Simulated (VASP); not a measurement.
VASP ran on this input.

**KPOINTS**
```
Automatic mesh
0
Gamma
10 10 10
0 0 0
```

**INCAR**
```
SYSTEM = AgSb
PREC = Accurate
ENCUT = 480
EDIFF = 1E-7
NELM = 100
ALGO = Normal
LREAL = .FALSE.
LASPH = .TRUE.
ISMEAR = 1
SIGMA = 0.1
METAGGA = R2SCAN
LMIXTAU = .TRUE.
LMAXMIX = 4
LWAVE = .FALSE.
LCHARG = .FALSE.
ISIF = 3
IBRION = 2
NSW = 40
EDIFFG = -0.01
PSTRESS = 20
```

**POSCAR**
```
AgSb
1.0
  0.0000000000   2.8443955801   2.8443955801
  2.8443955801   0.0000000000   2.8443955801
  2.8443955801   2.8443955801   0.0000000000
Sb Ag
1 1
Cartesian
  0.0000000000   0.0000000000   0.0000000000
  2.8443955801   2.8443955801   2.8443955801
```

POTCAR, in this order: Sb Ag (PBE.64 set). Program: vasp_std.

Task: Translate this r2SCAN calculation to Ansatz.

Result: One equivalent input (not run):
Ansatz 0.2 input:
```yaml
crystal:
  lattice:
    - [0.0000000, 2.8443956, 2.8443956]
    - [2.8443956, 0.0000000, 2.8443956]
    - [2.8443956, 2.8443956, 0.0000000]
  atoms:
    - { symbol: Sb, position: [0.0000000, 0.0000000, 0.0000000] }
    - { symbol: Ag, position: [0.5000000, 0.5000000, 0.5000000] }
kpoints:
  mp_grid: { grid: [10, 10, 10] }
hamiltonian:
  xc: r2scan
  pseudopotentials: { kind: paw }
scf:
  occupations: { method: methfessel_paxton, width: 0.1 }
  max_iter: 100
relax:
  max_steps: 40
  f_tol: 0.01
  cell: { p_target: 2 }
output: { forces: true, stress: true, eigenvalues: true }
```
Limits of the translation: each code has its own PAW files, so the cut-off isn't converted (ENCUT is set for VASP's; basis.ecutwfc is left out, and Ansatz then takes the one that its files recommend); Ansatz stops its SCF on the density residual and VASP on the energy change (EDIFF).

The structure was generated: AgSb was put into the rocksalt type (Fm-3m), which need not be its known phase. It was relaxed first under an external pressure of 2 GPa.
